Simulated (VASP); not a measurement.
Given:

```yaml
crystal:
  lattice:
    - [-1.94992, 1.94992, 1.94992]
    - [1.94992, -1.94992, 1.94992]
    - [1.94992, 1.94992, -1.94992]
  atoms:
    - { symbol: Ho, position: [0.00000, 0.00000, 0.00000] }
```

Computed with PBEsol GGA, VASP's PBE PAW potentials (set 64) (plane waves; VASP). Settings: 400 eV cut-off, Gaussian smearing of 0.050 eV, potentials Ho_3.

The 4f electrons are frozen in the core of the lanthanide potential, so 4f levels, which can set the real gap, and their magnetism are missing.

**Question.** Give the energies of bands 4 to 7 at the high-symmetry points, in eV from the Fermi level.

**Answer.** 
```csv
band,Γ,H,N,P
4,-5.56,-1.82,-2.47,-0.15
5,1.83,-1.82,0.05,-0.15
6,1.83,6.29,1.16,-0.15
7,1.83,6.29,4.06,5.12
```

It has no gap at this level: it comes out as a metal or semimetal.

The structure was generated: Ho was put into the bcc type (Im-3m), which need not be its known phase. It was relaxed first.
